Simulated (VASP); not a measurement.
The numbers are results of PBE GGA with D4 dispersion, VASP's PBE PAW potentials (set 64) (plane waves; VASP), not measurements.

Input for VASP

File POSCAR:
```
BaZrO3
1.0
  4.1304543727   0.0000000000   0.0000000000
  0.0000000000   4.1304543727   0.0000000000
  0.0000000000   0.0000000000   4.1304543727
Ba Zr O
1 1 3
Cartesian
  0.0000000000   0.0000000000   0.0000000000
  2.0652271864   2.0652271864   2.0652271864
  2.0652271864   0.0000000000   2.0652271864
  0.0000000000   2.0652271864   2.0652271864
  2.0652271864   2.0652271864   0.0000000000
```

### KPOINTS
```
Automatic mesh
0
Gamma
5 5 5
0 0 0
```

### INCAR
```
IVDW = 13   ! D4
ENCUT = 520
ISMEAR = 0
LCHARG = F
LREAL = F   ! projection in real space or not
LWAVE = F
SIGMA = 0.05
NELM = 100   ! most electronic steps
GGA = PE   ! PBE
ALGO = Normal   ! blocked Davidson
SYSTEM = BaZrO3
LMAXMIX = 4
EDIFF = 1E-7
PREC = Accurate
LASPH = T
ISIF = 2   ! forces and stress, cell fixed
```

POTCAR, in this order: Ba_sv Zr_sv O (PBE.64 set). Program: vasp_std.

The resulting files:

File OUTCAR:
```
 ion  position               nearest neighbor table
   1  0.000  0.000  0.000-   3 2.92   4 2.92   5 2.92   3 2.92   4 2.92   4 2.92   5 2.92   4 2.92
                             3 2.92   5 2.92   3 2.92   5 2.92   2 3.58   2 3.58   2 3.58   2 3.58
   2  0.500  0.500  0.500-   3 2.07   4 2.07   5 2.07   5 2.07   3 2.07   4 2.07   1 3.58   1 3.58
                             1 3.58   1 3.58   1 3.58   1 3.58   1 3.58   1 3.58
   3  0.500  0.000  0.500-   2 2.07   2 2.07   1 2.92   1 2.92   1 2.92   1 2.92
   4  0.000  0.500  0.500-   2 2.07   2 2.07   1 2.92   1 2.92   1 2.92   1 2.92
   5  0.500  0.500  0.000-   2 2.07   2 2.07   1 2.92   1 2.92   1 2.92   1 2.92
  LATTYP: Found a simple cubic cell.
 ALAT       =     4.1304543727
 Subroutine PRICEL returns:
 Original cell was already a primitive cell.
 Subroutine GETGRP returns: Found 48 space group operations
The static configuration has the point symmetry O_h .
The dynamic configuration has the point symmetry O_h .
 Subroutine INISYM returns: Found 48 space group operations
 Subroutine IBZKPT returns following result:
 Found     10 irreducible k-points:

 Following reciprocal coordinates:
            Coordinates               Weight
  0.000000  0.000000  0.000000      1.000000
  0.200000  0.000000  0.000000      6.000000
  0.400000  0.000000  0.000000      6.000000
  0.200000  0.200000  0.000000     12.000000
  0.400000  0.200000  0.000000     24.000000
  0.400000  0.400000  0.000000     12.000000
  0.200000  0.200000  0.200000      8.000000
  0.400000  0.200000  0.200000     24.000000
  0.400000  0.400000  0.200000     24.000000
  0.400000  0.400000  0.400000      8.000000
   k-points           NKPTS =     10   k-points in BZ     NKDIM =     10   number of bands    NBANDS=     24
   number of dos      NEDOS =    301   number of ions     NIONS =      5
   total plane-waves  NPLWV =  32768
   dimension x,y,z NGX =    32 NGY =   32 NGZ =   32
   dimension x,y,z NGXF=    64 NGYF=   64 NGZF=   64
   ions per type =               1   1   3
   PREC   = accura    normal or accurate (medium, high low for compatibility)
   ISTART =      0    job   : 0-new  1-cont  2-samecut
   ICHARG =      2    charge: 1-file 2-atom 10-const
...
```

### OSZICAR
```
       N       E                     dE             d eps       ncg     rms          rms(c)
DAV:   1     0.338163716668E+03    0.33816E+03   -0.22679E+04   480   0.165E+03
DAV:   2    -0.291029723475E+02   -0.36727E+03   -0.35954E+03   632   0.403E+02
DAV:   3    -0.485799124725E+02   -0.19477E+02   -0.19459E+02   776   0.918E+01
DAV:   4    -0.489640527770E+02   -0.38414E+00   -0.38407E+00   696   0.106E+01
DAV:   5    -0.489703907149E+02   -0.63379E-02   -0.63378E-02   680   0.102E+00    0.333E+01
DAV:   6    -0.414467648328E+02    0.75236E+01   -0.44890E+01   584   0.455E+01    0.150E+01
DAV:   7    -0.415069593352E+02   -0.60195E-01   -0.34200E+00   704   0.106E+01    0.863E+00
DAV:   8    -0.415048074238E+02    0.21519E-02   -0.33599E-01   640   0.453E+00    0.778E-01
DAV:   9    -0.415009120210E+02    0.38954E-02   -0.70513E-02   632   0.156E+00    0.433E-01
DAV:  10    -0.415023095855E+02   -0.13976E-02   -0.15977E-02   648   0.113E+00    0.250E-01
DAV:  11    -0.415019413512E+02    0.36823E-03   -0.22182E-03   632   0.409E-01    0.360E-02
DAV:  12    -0.415019723518E+02   -0.31001E-04   -0.12597E-04   616   0.899E-02    0.370E-02
DAV:  13    -0.415019783618E+02   -0.60100E-05   -0.23021E-05   712   0.347E-02    0.503E-03
DAV:  14    -0.415019782597E+02    0.10215E-06   -0.12782E-06   672   0.808E-03    0.348E-03
DAV:  15    -0.415019781398E+02    0.11989E-06   -0.12319E-06   592   0.995E-03    0.752E-04
DAV:  16    -0.415019781795E+02   -0.39682E-07   -0.55441E-08   440   0.169E-03
   1 F= -.42550736E+02 E0= -.42550736E+02  d E =-.620950E-18
```

**OUTCAR**
```
------------------------ aborting loop because EDIFF is reached ----------------------------------------
  Edisp (eV):   -1.04876
  FORCE on cell =-STRESS in cart. coord.  units (eV):
  Direction    XX          YY          ZZ          XY          YZ          ZX
  --------------------------------------------------------------------------------------
  Total       4.76759     4.76759     4.76759    -0.00000    -0.00000    -0.00000
  in kB     108.39668   108.39668   108.39668    -0.00000    -0.00000    -0.00000
  external pressure =      108.40 kB  Pullay stress =        0.00 kB
  volume of cell :       70.47
      direct lattice vectors                 reciprocal lattice vectors
     4.130454373  0.000000000  0.000000000     0.242104115  0.000000000  0.000000000
     0.000000000  4.130454373  0.000000000     0.000000000  0.242104115  0.000000000
     0.000000000  0.000000000  4.130454373     0.000000000  0.000000000  0.242104115
 POSITION                                       TOTAL-FORCE (eV/Angst)
 -----------------------------------------------------------------------------------
      0.00000      0.00000      0.00000         0.000000      0.000000      0.000000
      2.06523      2.06523      2.06523         0.000000      0.000000      0.000000
      2.06523      0.00000      2.06523         0.000000      0.000000      0.000000
      0.00000      2.06523      2.06523         0.000000      0.000000      0.000000
      2.06523      2.06523      0.00000         0.000000      0.000000      0.000000
 -----------------------------------------------------------------------------------
    total drift:                                0.000000     -0.000000     -0.000000
  FREE ENERGIE OF THE ION-ELECTRON SYSTEM (eV)
  ---------------------------------------------------
  free  energy   TOTEN  =       -42.5507355064 eV

  energy  without entropy=      -42.5507355064  energy(sigma->0) =      -42.55073551
```
(Selected blocks of OUTCAR.)

File OUTCAR:
```
 val. band max:        3.9982735274   @ k =   0.4000   0.4000   0.4000

 cond. band min:       7.3910347208   @ k =   0.0000   0.0000   0.0000


 Fermi energy:         4.2966276274

 k-point     1 :       0.0000    0.0000    0.0000
  band No.  band energies     occupation
      1     -42.6364      2.00000
      2     -21.0765      2.00000
      3     -20.8612      2.00000
      4     -20.8612      2.00000
      5     -20.8612      2.00000
      6     -12.3326      2.00000
      7     -12.0908      2.00000
      8     -12.0908      2.00000
      9      -6.2226      2.00000
     10      -6.2226      2.00000
     11      -6.2226      2.00000
     12       2.7355      2.00000
     13       2.7355      2.00000
     14       2.7355      2.00000
     15       3.0599      2.00000
     16       3.0599      2.00000
     17       3.0599      2.00000
     18       3.9418      2.00000
     19       3.9418      2.00000
     20       3.9418      2.00000
     21       7.3910      0.00000
     22       7.3910      0.00000
     23       7.3910      0.00000
     24       8.8173      0.00000

 k-point     2 :       0.2000    0.0000    0.0000
  band No.  band energies     occupation
      1     -42.6348      2.00000
      2     -21.1817      2.00000
      3     -20.8582      2.00000
      4     -20.8582      2.00000
      5     -20.8385      2.00000
      6     -12.3799      2.00000
      7     -12.0812      2.00000
      8     -11.7580      2.00000
      9      -6.1958      2.00000
     10      -6.1958      2.00000
     11      -6.1362      2.00000
     12       2.0581      2.00000
     13       2.5671      2.00000
     14       2.5671      2.00000
     15       2.7193      2.00000
     16       2.7193      2.00000
     17       2.7687      2.00000
     18       3.0494      2.00000
     19       3.8365      2.00000
     20       3.8365      2.00000
     21       7.5391      0.00000
     22       8.2835      0.00000
     23       8.2835      0.00000
     24       9.4540      0.00000
...
```

Unless said otherwise, spin-orbit coupling is left out, though it shifts the bands of the heavy elements here.

The compound is BaZrO3 in the cubic perovskite structure. This cell is one point of a volume scan, at 0.94 of the reference volume.
